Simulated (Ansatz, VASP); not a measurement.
# CsPbCl3: VASP beside Ansatz, part 2 of 2

Aim: how closely do two programs agree when they are given the same cell, functional and k mesh? The cell is taken from a series of runs on this material, whose earlier steps may have relaxed, scaled, displaced or heated it; both programs get it as it stands.

VASP 6.6.1 and Ansatz 0.2.0.

So far: The starting structure; VASP: dielectric response, LDA.

## 3. Ansatz: dielectric response, LDA

Level of this step: Ansatz beside VASP: Kohn-Sham DFT, plane waves, LDA (Ansatz).

Ansatz runs on its default PAW (the set named soft_2) files.

The same cell, functional (in two slightly different forms) and mesh now go to Ansatz, which takes its cutoff from its data sets.

File input.yaml:

```yaml
crystal:
  lattice:
    - [4.0031551156, 2.3112226836, 3.2955554574]
    - [-4.0031551156, 2.3112226836, 3.2955554574]
    - [0.0, -4.6224453672, 3.2955554574]
  atoms:
    - { symbol: Cs, position: [0.5, 0.5, 0.5] }
    - { symbol: Pb, position: [0.0, 0.0, 0.0] }
    - { symbol: Cl, position: [0.5, 0.0186003, 0.9813997] }
    - { symbol: Cl, position: [0.0186003, 0.9813997, 0.5] }
    - { symbol: Cl, position: [0.9813997, 0.5, 0.0186003] }
kpoints:
  mp_grid: { grid: [4, 4, 4] }
hamiltonian:
  xc: lda
scf:
  occupations: { method: fixed }
dielectric: {}
```

Run with:

```bash
ansatz run input.yaml --threads 4 --pin off --max-ram 5529MiB --backend cpu --events-out ev --progress --plain --runs-dir out
```

Numbers of over 12 decimals in the logs are rounded to 6 here.

The program printed:

```text
Engine: ansatz 0.2.0, aarch64-unknown-linux-gnu
Pseudopotentials: kind: paw
Pseudopotential: Cs, paw, valence charge 9, recommended cutoff 420 eV (normal), Cs.paw.azcp
Pseudopotential: Pb, paw, valence charge 14, recommended cutoff 420 eV (normal), Pb.paw.azcp
Pseudopotential: Cl, paw, valence charge 7, recommended cutoff 420 eV (normal), Cl.paw.azcp
Functional definition: SPW92
  exchange = slater_x
  correlation = pw_c
Crystal: 5 atoms, lattice volume = 182.946 Å³
Basis set: ecut = 420 eV, 3623 PW (Γ), exchange–correlation on 80×80×80 points (8 copies of the dense FFT grid, shifted against one another)
Bands: 27, of which v1, the nominal top of the filled ones, is band 22 counted from 1 (21 counted from 0)
Symmetry: 6 space group operations
k-points: 36 of 64 (irreducible under 1 space group operation, time reversal used)
Non-local potential: Cs, projectors of the file, l = 0: 3, l = 1: 2, l = 2: 2, l = 3: 2
Non-local potential: Pb, projectors of the file, l = 0: 2, l = 1: 2, l = 2: 2, l = 3: 2
Non-local potential: Cl, projectors of the file, l = 0: 2, l = 1: 2, l = 2: 2
PAW form: soft (Blöchl's): semilocal exchange-correlation on the pseudo side does not see the compensation charge
PAW frozen core: Cs, regenerated for the run's functional, and the local potential with it (the file was generated under x = pbe(κ = 0.804, μ = 0.219515), c = pbe(β = 0.066725))
PAW frozen core: Pb, regenerated for the run's functional, and the local potential with it (the file was generated under x = pbe(κ = 0.804, μ = 0.219515), c = pbe(β = 0.066725))
PAW frozen core: Cl, regenerated for the run's functional, and the local potential with it (the file was generated under x = pbe(κ = 0.804, μ = 0.219515), c = pbe(β = 0.066725))
PAW one-centre angular grid: Cs, 194 points (default); XC on 64 Gauss nodes
PAW one-centre angular grid: Pb, 590 points (default); XC on 64 Gauss nodes
PAW one-centre angular grid: Cl, 110 points (default); XC on 64 Gauss nodes
Initial density: superposition of atomic densities (neutral atoms: chi_scale 0, normalization atom), corrected by the library's trained network
Initial wavefunctions: pseudopotential atomic-orbital guess
Functional: x = slater, c = lda
SCF iter   1: F=—  HF=-20246.669585 eV  |F-HF|=—  |Δ(HF+E_count)|=         —  Δρ=5.18e-3  dr2=5.99e-2  ethr=1.77e-3  ⟨swp⟩=5.1  Hψ=4107  notcnv=0  defer=94
preconditioner: auto → Resta (q_TF=auto, 2.152 Å⁻¹)  ε∞=2.9  [insulator: Δε(μ)=1.873 eV  Ē_g=12.795 eV  n_scr=26 (ndim 8)  ℏωp=17.8 eV  f_vac=0.076  ε∞_Penn≈2.9]
SCF iter   2: F=—  HF=-20246.651504 eV  |F-HF|=—  |Δ(HF+E_count)|=   1.81e-2  Δρ=2.43e-3  dr2=8.45e-3  ethr=1.36e-4  ⟨swp⟩=3.0  Hψ=2013  notcnv=0  defer=102
SCF iter   3: F=—  HF=-20246.649070 eV  |F-HF|=—  |Δ(HF+E_count)|=   2.43e-3  Δρ=6.03e-4  dr2=6.97e-4  ethr=1.92e-5  ⟨swp⟩=2.9  Hψ=1748  notcnv=0  defer=107
SCF iter   4: F=—  HF=-20246.648955 eV  |F-HF|=—  |Δ(HF+E_count)|=   1.14e-4  Δρ=1.08e-4  dr2=3.11e-5  ethr=1.58e-6  ⟨swp⟩=2.2  Hψ=1396  notcnv=0  defer=105
SCF iter   5: F=—  HF=-20246.648966 eV  |F-HF|=—  |Δ(HF+E_count)|=   1.08e-5  Δρ=2.97e-5  dr2=2.54e-6  ethr=7.08e-8  ⟨swp⟩=2.2  Hψ=1546  notcnv=0  defer=71
SCF iter   6: F=—  HF=-20246.648961 eV  |F-HF|=—  |Δ(HF+E_count)|=   4.79e-6  Δρ=4.06e-6  dr2=6.26e-8  ethr=5.78e-9  ⟨swp⟩=2.2  Hψ=1438  notcnv=0  defer=48
SCF iter   7: F=—  HF=-20246.648961 eV  |F-HF|=—  |Δ(HF+E_count)|=   1.60e-8  Δρ=9.26e-7  dr2=3.05e-9  ethr=1.42e-10  ⟨swp⟩=2.2  Hψ=1552  notcnv=0  defer=48
SCF iter   8: F=-20246.648961 eV  HF=-20246.648961 eV  |F-HF|=2.91e-11  |Δ(HF+E_count)|=   1.04e-9  Δρ=1.60e-7  dr2=5.05e-11  ethr=1.00e-12  ⟨swp⟩=9.8  Hψ=5078  notcnv=0
SCF 1 converged in 8 iterations: F = -20246.648961 eV  dr2 = 5.05e-11
  greatest PAW one-centre occupation: 0.983 electrons in one spin orbital (limit 2), on the Pb atom at site 1 (counted from 0), in its partial waves of l = 2
NSCF: frozen V_eff on 6 k-points
DFPT response loops at Γ: preconditioner auto → Resta (q_TF=auto, 2.152 Å⁻¹)  ε∞=5.5 (no band partly filled); β = 1.00, the filter's whole step (`scf.mixing.beta` (0.50) is not read by the response loops at its default; to damp them type it under 1.00, their step now; it binds the ground state too); Broyden in place of MSR1
── the response to a field inside a basis, on 10×10×10 k-points: an SCF that follows is theirs, and a resumed run solves both again ──
Bands: 23, of which v1, the nominal top of the filled ones, is band 22 counted from 1 (21 counted from 0)
k-points: 110 of 1000 (time reversal used)
Initial density: handed on by an earlier stage of this run
Initial wavefunctions: pseudopotential atomic-orbital guess (no wavefunctions were taken with the density)
Eigensolver: Dense (110 Hₖ)
SCF iter   1: F=—  HF=-20246.661620 eV  |F-HF|=—  |Δ(HF+E_count)|=         —  Δρ=3.47e-4  dr2=2.22e-4  ethr=1.00e-1
preconditioner: auto → Resta (q_TF=auto, 2.152 Å⁻¹)  ε∞=3.4  [insulator: Δε(μ)=2.115 eV  Ē_g=11.532 eV  n_scr=26 (ndim 8)  ℏωp=17.8 eV  f_vac=0.062  ε∞_Penn≈3.4]
SCF iter   2: F=—  HF=-20246.661561 eV  |F-HF|=—  |Δ(HF+E_count)|=   5.96e-5  Δρ=1.53e-4  dr2=3.22e-5  ethr=5.05e-7
SCF iter   3: F=—  HF=-20246.661551 eV  |F-HF|=—  |Δ(HF+E_count)|=   9.60e-6  Δρ=3.47e-5  dr2=2.73e-6  ethr=7.31e-8
SCF iter   4: F=—  HF=-20246.661550 eV  |F-HF|=—  |Δ(HF+E_count)|=   9.11e-7  Δρ=5.92e-6  dr2=1.35e-7  ethr=6.20e-9
SCF iter   5: F=-20246.661550 eV  HF=-20246.661550 eV  |F-HF|=4.25e-9  |Δ(HF+E_count)|=   3.81e-8  Δρ=1.34e-6  dr2=8.88e-9  ethr=3.07e-10
SCF 1 converged in 5 iterations: F = -20246.661550 eV  dr2 = 8.88e-9
DFPT response loops at Γ: preconditioner auto → Resta (q_TF=auto, 2.152 Å⁻¹)  ε∞=5.3 (no band partly filled); β = 1.00, the filter's whole step (`scf.mixing.beta` (0.50) is not read by the response loops at its default; to damp them type it under 1.00, their step now; it binds the ground state too); Broyden in place of MSR1
WARN: field response: inside a basis, on 10×10×10 points, no mesh in reach settles it: take ε∞, Z* and everything formed from them with what they may err, as stated (eps_inf_uncertainty, zstar_uncertainty_e), and compare with field_mesh: kpoints on a denser kpoints.mp_grid
SCF converged after 8 iterations
Free energy (F): -20246.648961 eV
Harris-Foulkes:  -20246.648961 eV  (|F-HF|=2.91e-11)
Internal energy: -20246.648961 eV  (E = F + TS)
E sigma→0 (E₀):  -20246.648961 eV
Fermi energy:    3.156874 eV
--- Per-component energies (eV) ---
  E_band       = -260.112540
  E_kinetic    = 909.942043
  E_local      = -2717.468342  (includes V_loc(G=0)·N_el)
  E_nonlocal   = 477.324744
  E_hartree    = 1020.933633
  E_xc         = -708.941573
  E_vxc        = -623.295122  (∫ρ·V_xc dr)
  E_paw        = -16877.694110  (= ΣΔE_a)
  E_vpaw       = -348.483567  (= ΣTr[D̂ρ^β])
  E_aug_tail   = 0.000347  (compensation charges beyond the density's cutoff)
  E_ewald      = -2351.510021
  E_core_change = 0.764318  (= ΣΔE_core)
  E_smearing   = -0.000000  (= −TS)
  E_closure    = 0.000000  (closes the sum)
  Σ components = -20246.648961   (vs F -20246.648961, Δ=0.00e0)
--- Band table (eV; the first three rows and the last of 36) ---
  k-point 0: bands = [... 18 lower, 0.9418, 1.0159, 1.0159, 1.0320, 6.4052, 7.5305, 7.5305, 8.4454, ... 1 higher]
  k-point 1: bands = [... 18 lower, 0.9195, 0.9717, 0.9815, 1.0994, 6.8875, 7.6705, 7.8973, 7.9953, ... 1 higher]
  k-point 2: bands = [... 18 lower, 0.8976, 0.9229, 0.9417, 1.6890, 6.1217, 7.8097, 8.2458, 8.4130, ... 1 higher]
  k-point 35: bands = [... 18 lower, 1.3013, 1.3463, 1.3463, 3.1569, 5.1208, 5.1208, 5.1225, 8.2376, ... 1 higher]
--- Dielectric response (ions clamped): 3 representative field directions + reference, inside a basis on a mesh of 1000 k-points (Σ response iterations 12) ---
  ε∞ (high-frequency dielectric tensor):
        3.959756     0.000000    -0.000000
        0.000000     3.959756    -0.000000
       -0.000000     0.000000     3.996606
  Born effective charges Z* (e; rows j = field, columns β = displacement):
    site 0:
         1.31685    0.00000   -0.00000
         0.00000    1.31685   -0.00000
        -0.00000   -0.00000    1.30454
    site 1:
         3.89464    0.00000    0.00000
         0.00000    3.89464    0.00000
         0.00000    0.00000    3.97302
    site 2:
        -2.23318   -0.85912   -1.23606
        -0.85912   -1.24115   -0.71364
        -1.24392   -0.71818   -1.75919
    site 3:
        -0.74513   -0.00000    0.00000
        -0.00000   -2.72919    1.42728
         0.00000    1.43636   -1.75919
    site 4:
        -2.23318    0.85912    1.23606
         0.85912   -1.24115   -0.71364
         1.24392   -0.71818   -1.75919
  Z* charge neutrality: 2.977e-3 e pre-enforcement
  solved inside a basis spanned on kpoints, on 10×10×10 k-points, which do not settle them: ε∞ is read to err by 2.9e-2, Z* by 4.0e-2 e (field_mesh: kpoints solves on kpoints); Z* is corrected for what the basis lacks
```

## 4. Side by side

Known differences besides the potentials themselves: the two LDA forms differ slightly; fixed occupations in Ansatz, narrow Gaussian smearing in VASP; VASP's response is taken on the typed mesh, Ansatz refines its own for the field response alone; the cutoff is 420 eV in Ansatz and 400 eV in VASP; VASP's log shows a relativistic correction to its local exchange, Ansatz's none. Total energies have different zeros and are not compared.

Compared:

| quantity | Ansatz | VASP | difference |
| --- | --- | --- | --- |
| ε∞ xx | 3.96 | 4.57 | -13.43 % |
| ε∞ yy | 3.96 | 4.57 | -13.43 % |
| ε∞ zz | 4.00 | 4.62 | -13.48 % |

## 5. Outcome

* difference in ε∞ zz (dielectric response, LDA): -13 %

**Reading.** The difference in ε∞ zz is -13 % (dielectric response, LDA), beyond the 5 % picked in this series as the mark of a large difference. What causes the difference of the dielectric response, LDA pair stays open here. Such differences can come from data sets, numerical settings and the points named under the comparisons, not from the functional's error against experiment.

[Lines on the potential files, build, host, timing and source positions are cut from VASP's logs without a mark.]

[Logs are printed without paths, hosts, clocks, repeated set-up lines and the standing remarks that a program may print on its own settings, such as how far it seeks lower states.]

[Hosts, paths, dates, database ids (printed as entryN), source tags and the programs' standing remarks are cut or masked in the printed files.]
